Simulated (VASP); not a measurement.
VASP ran on this input.

### KPOINTS
```
Automatic mesh
0
Gamma
6 6 6
0 0 0
```

### INCAR
```
SYSTEM = CuI
PREC = Accurate
ENCUT = 400
EDIFF = 1E-6
NELM = 60
ALGO = VeryFast
LREAL = .FALSE.
LASPH = .TRUE.
ISMEAR = 0
SIGMA = 0.05
GGA = PE
LMAXMIX = 4
LWAVE = .FALSE.
LCHARG = .FALSE.
ISIF = 2
NELMDL = -1
```

### POSCAR
```
CuI
1
    0.0000000000     3.0855000000     3.0855000000
    3.0855000000     0.0000000000     3.0855000000
    3.0855000000     3.0855000000     0.0000000000
Cu I
1 1
Direct
  0.0000000000   0.0000000000   0.0000000000
  0.2500000000   0.2500000000   0.2500000000
```

POTCAR, in this order: Cu I (PBE.64 set). Program: vasp_std.

Output

standard output:
```
...
RMM:  22     0.857035717321E+03   -0.10667E+00   -0.24513E+00   829   0.568E+01    0.641E+01
RMM:  23     0.856298394988E+03   -0.73732E+00   -0.79863E+00   830   0.550E+01    0.388E+01
RMM:  24     0.856468740875E+03    0.17035E+00    0.17746E+00   815   0.521E+01    0.389E+01
RMM:  25     0.855946484790E+03   -0.52226E+00   -0.52323E+00   822   0.502E+01    0.269E+01
RMM:  26     0.855813060256E+03   -0.13342E+00   -0.14497E+00   821   0.486E+01    0.235E+01
RMM:  27     0.855448707317E+03   -0.36435E+00   -0.36165E+00   818   0.471E+01    0.226E+01
RMM:  28     0.855263700687E+03   -0.18501E+00   -0.18931E+00   818   0.457E+01    0.242E+01
RMM:  29     0.854968818446E+03   -0.29488E+00   -0.29447E+00   819   0.445E+01    0.249E+01
RMM:  30     0.854787767390E+03   -0.18105E+00   -0.18857E+00   816   0.435E+01    0.274E+01
RMM:  31     0.854548851446E+03   -0.23892E+00   -0.23092E+00   816   0.425E+01    0.274E+01
RMM:  32     0.854410299198E+03   -0.13855E+00   -0.12816E+00   815   0.415E+01    0.289E+01
RMM:  33     0.854180868933E+03   -0.22943E+00   -0.22474E+00   820   0.407E+01    0.294E+01
RMM:  34     0.854010324551E+03   -0.17054E+00   -0.16807E+00   821   0.398E+01    0.324E+01
WARNING in EDDRMM: call to ZHEGV failed, returncode =   6  3      1
RMM:  35     0.853801382227E+03   -0.20894E+00   -0.20934E+00   830   0.391E+01    0.358E+01
RMM:  36     0.853643362769E+03   -0.15802E+00   -0.16436E+00   815   0.383E+01    0.406E+01
RMM:  37     0.853457917597E+03   -0.18545E+00   -0.18774E+00   818   0.377E+01    0.457E+01
RMM:  38     0.853316443759E+03   -0.14147E+00   -0.14818E+00   818   0.370E+01    0.516E+01
RMM:  39     0.853158261201E+03   -0.15818E+00   -0.16062E+00   829   0.364E+01    0.570E+01
RMM:  40     0.853034329190E+03   -0.12393E+00   -0.12912E+00   825   0.358E+01    0.625E+01
RMM:  41     0.852903326080E+03   -0.13100E+00   -0.13215E+00   821   0.353E+01    0.671E+01
RMM:  42     0.852806049182E+03   -0.97277E-01   -0.99455E-01   795   0.347E+01    0.716E+01
RMM:  43     0.852706831974E+03   -0.99217E-01   -0.10042E+00   793   0.342E+01    0.753E+01
RMM:  44     0.852631185880E+03   -0.75646E-01   -0.77019E-01   788   0.337E+01    0.789E+01
RMM:  45     0.852547676692E+03   -0.83509E-01   -0.84936E-01   798   0.332E+01    0.818E+01
RMM:  46     0.852477309142E+03   -0.70368E-01   -0.71967E-01   818   0.328E+01    0.849E+01
RMM:  47     0.852386027293E+03   -0.91282E-01   -0.85710E-01   816   0.323E+01    0.867E+01
RMM:  48     0.852309661697E+03   -0.76366E-01   -0.72576E-01   818   0.319E+01    0.892E+01
RMM:  49     0.852228021596E+03   -0.81640E-01   -0.79333E-01   832   0.315E+01    0.911E+01
RMM:  50     0.852154150704E+03   -0.73871E-01   -0.78251E-01   814   0.311E+01    0.925E+01
RMM:  51     0.852090796788E+03   -0.63354E-01   -0.75221E-01   816   0.308E+01    0.912E+01
RMM:  52     0.852074690782E+03   -0.16106E-01   -0.10979E+00   817   0.308E+01    0.932E+01
RMM:  53     0.852010739907E+03   -0.63951E-01   -0.11523E+00   818   0.305E+01    0.971E+01
RMM:  54     0.851900143711E+03   -0.11060E+00   -0.16276E+00   830   0.303E+01    0.107E+02
RMM:  55     0.851788479172E+03   -0.11166E+00   -0.14463E+00   832   0.300E+01    0.119E+02
RMM:  56     0.851693911229E+03   -0.94568E-01   -0.11282E+00   831   0.297E+01    0.129E+02
RMM:  57     0.851628250765E+03   -0.65660E-01   -0.70257E-01   832   0.293E+01    0.133E+02
RMM:  58     0.851567522767E+03   -0.60728E-01   -0.61253E-01   817   0.289E+01    0.135E+02
RMM:  59     0.851518482608E+03   -0.49040E-01   -0.57342E-01   817   0.287E+01    0.137E+02
RMM:  60     0.851474053817E+03   -0.44429E-01   -0.44442E-01   831   0.283E+01

 -----------------------------------------------------------------------------
|                                                                             |
|           W    W    AA    RRRRR   N    N  II  N    N   GGGG   !!!           |
|           W    W   A  A   R    R  NN   N  II  NN   N  G    G  !!!           |
|           W    W  A    A  R    R  N N  N  II  N N  N  G       !!!           |
|           W WW W  AAAAAA  RRRRR   N  N N  II  N  N N  G  GGG   !            |
|           WW  WW  A    A  R   R   N   NN  II  N   NN  G    G                |
|           W    W  A    A  R    R  N    N  II  N    N   GGGG   !!!           |
|                                                                             |
|     The electronic self-consistency was not achieved in the given           |
|     number of steps (NELM). The forces and other quantities evaluated       |
|     might not be reliable so examine the results carefully. If you find     |
|     spurious results, we suggest increasing NELM, if you were close to      |
|     convergence or switching to a different ALGO or adjusting the           |
|     density mixing parameters otherwise.                                    |
|                                                                             |
 -----------------------------------------------------------------------------

   1 F= 0.85147405E+03 E0= 0.85147447E+03  d E =-.832230E-03
```

### OUTCAR
```
------------------------ aborting loop EDIFF was not reached (unconverged)  ----------------------------
  FORCE on cell =-STRESS in cart. coord.  units (eV):
  Direction    XX          YY          ZZ          XY          YZ          ZX
  --------------------------------------------------------------------------------------
  Total      150.3668024    150.3668024    150.3668024      0.0000000      0.0000000     -0.0000000
  in kB     4100.6801764   4100.6801764   4100.6801764      0.0000000      0.0000000     -0.0000000
  external PRESSURE =    4100.6801764 kB  Pullay stress =       0.0000000 kB
  volume of cell :       58.75
      direct lattice vectors                 reciprocal lattice vectors
     0.000000000  3.085500000  3.085500000    -0.162048290  0.162048290  0.162048290
     3.085500000  0.000000000  3.085500000     0.162048290 -0.162048290  0.162048290
     3.085500000  3.085500000  0.000000000     0.162048290  0.162048290 -0.162048290
  FREE ENERGIE OF THE ION-ELECTRON SYSTEM (eV)
  ---------------------------------------------------
  free  energy   TOTEN  =       851.4740538167 eV

  energy  without entropy=      851.4748860462  energy(sigma->0) =      851.47446993
```
(Selected blocks of OUTCAR.)

**Question.** Read input and log: which fault does this run have?
A. LDA potentials were taken and GGA is not set, so the run is LDA and not PBE
B. ALGO = VeryFast starts from random orbitals with almost no delay (NELMDL = -1)
C. selective dynamics freezes every atom
D. LSORBIT needs the non-collinear program vasp_ncl

**Answer.** B, ALGO = VeryFast starts from random orbitals with almost no delay (NELMDL = -1). Convergence was not reached. Against the sound run, the energy per atom (σ→0) goes up by 428.512 eV/atom; the pressure rises by 411.82 GPa; the band gap falls by 1.01 eV.

To mend it, set ALGO = Normal, remove NELMDL.

The mended run (PBE GGA, plane waves, VASP's PBE PAW potentials (set 64)) converges, and its OSZICAR ends with
```
   1 F= -.55485544E+01 E0= -.55485544E+01  d E =-.104337E-14
```

The compound is CuI in the zinc blende structure. The cell was not relaxed at this level.
